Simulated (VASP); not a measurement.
Computed with optB88-vdW, VASP's PBE PAW potentials (set 64) (plane waves; VASP).

Input for VASP

INCAR:
```
AGGAC = 0.0
ALGO = Normal
EDIFF = 1E-6
ENCUT = 400
GGA = BO
ISIF = 2
ISMEAR = 0
LASPH = .True.
LCHARG = .False.
LREAL = .False.
LUSE_VDW = .True.
LWAVE = .False.
NELM = 100
PARAM1 = 0.1833333333
PARAM2 = 0.22
PREC = Accurate
SIGMA = 0.05
SYSTEM = Si
```

### KPOINTS
```
Automatic mesh
0
Gamma
8 8 8
0 0 0
```

POSCAR:
```
Si
1
    0.0000000000     2.7155000000     2.7155000000
    2.7155000000     0.0000000000     2.7155000000
    2.7155000000     2.7155000000     0.0000000000
Si
2
Direct
  0.0000000000   0.0000000000   0.0000000000
  0.2500000000   0.2500000000   0.2500000000
```

POTCAR, in this order: Si (PBE.64 set). Program: vasp_std.

The run wrote:

**OUTCAR**
```
 ion  position               nearest neighbor table
   1  0.000  0.000  0.000-   2 2.35   2 2.35   2 2.35   2 2.35
   2  0.250  0.250  0.250-   1 2.35   1 2.35   1 2.35   1 2.35
  LATTYP: Found a face centered cubic cell.
 ALAT       =     5.4310000000
 Subroutine PRICEL returns:
 Original cell was already a primitive cell.
 Subroutine GETGRP returns: Found 48 space group operations
The static configuration has the point symmetry T_d .
 The point group associated with its full space group is O_h .
The dynamic configuration has the point symmetry T_d .
 Subroutine INISYM returns: Found 48 space group operations
 Subroutine IBZKPT returns following result:
 Found     29 irreducible k-points:

 Following reciprocal coordinates:
            Coordinates               Weight
  0.000000  0.000000  0.000000      1.000000
  0.125000  0.000000  0.000000      8.000000
  0.250000  0.000000  0.000000      8.000000
  0.375000  0.000000  0.000000      8.000000
  0.500000  0.000000  0.000000      4.000000
  0.125000  0.125000  0.000000      6.000000
  0.250000  0.125000  0.000000     24.000000
  0.375000  0.125000  0.000000     24.000000
...
```

### OSZICAR
```
       N       E                     dE             d eps       ncg     rms          rms(c)
DAV:   1     0.666672278467E+01    0.66667E+01   -0.29437E+03   464   0.633E+02
DAV:   2    -0.828278560834E+01   -0.14950E+02   -0.14398E+02   704   0.757E+01
DAV:   3    -0.848698763385E+01   -0.20420E+00   -0.20420E+00   608   0.110E+01
DAV:   4    -0.848776987023E+01   -0.78224E-03   -0.78224E-03   736   0.713E-01
DAV:   5    -0.848777052778E+01   -0.65756E-06   -0.65751E-06   600   0.204E-02    0.411E+00
DAV:   6    -0.838560311624E+01    0.10217E+00   -0.10716E-01   528   0.182E+00    0.259E+00
DAV:   7    -0.833881890056E+01    0.46784E-01   -0.23641E-01   592   0.265E+00    0.298E-01
DAV:   8    -0.833930423529E+01   -0.48533E-03   -0.69644E-03   544   0.568E-01    0.828E-02
DAV:   9    -0.833921398099E+01    0.90254E-04   -0.53165E-04   616   0.145E-01    0.459E-02
DAV:  10    -0.833923182002E+01   -0.17839E-04   -0.36952E-05   608   0.545E-02    0.326E-02
DAV:  11    -0.833923154674E+01    0.27328E-06   -0.10101E-06   624   0.877E-03
   1 F= -.83392315E+01 E0= -.83392315E+01  d E =-.528447E-15
```

OUTCAR:
```
------------------------ aborting loop because EDIFF is reached ----------------------------------------
  FORCE on cell =-STRESS in cart. coord.  units (eV):
  Direction    XX          YY          ZZ          XY          YZ          ZX
  --------------------------------------------------------------------------------------
  Total        0.4846259      0.4846259      0.4846259      0.0000000      0.0000000      0.0000000
  in kB       19.3882137     19.3882137     19.3882137      0.0000000      0.0000000      0.0000000
  external PRESSURE =      19.3882137 kB  Pullay stress =       0.0000000 kB
  volume of cell :       40.05
      direct lattice vectors                 reciprocal lattice vectors
     0.000000000  2.715500000  2.715500000    -0.184128153  0.184128153  0.184128153
     2.715500000  0.000000000  2.715500000     0.184128153 -0.184128153  0.184128153
     2.715500000  2.715500000  0.000000000     0.184128153  0.184128153 -0.184128153
 POSITION                                       TOTAL-FORCE (eV/Angst)
 -----------------------------------------------------------------------------------
      0.00000      0.00000      0.00000        -0.000000     -0.000000     -0.000000
      1.35775      1.35775      1.35775         0.000000      0.000000      0.000000
 -----------------------------------------------------------------------------------
    total drift:                                0.000000      0.000000     -0.000000
  FREE ENERGIE OF THE ION-ELECTRON SYSTEM (eV)
  ---------------------------------------------------
  free  energy   TOTEN  =        -8.3392315467 eV

  energy  without entropy=       -8.3392315467  energy(sigma->0) =       -8.33923155
```
(Selected blocks of OUTCAR.)

The compound is Si in the diamond structure. The cell was not relaxed at this level. The run is one of a series of settings (AGGAC = 0.0, GGA = BO, LUSE_VDW = .TRUE., PARAM1 = 0.1833333333, PARAM2 = 0.22 against the base run), some of them coarse on purpose.
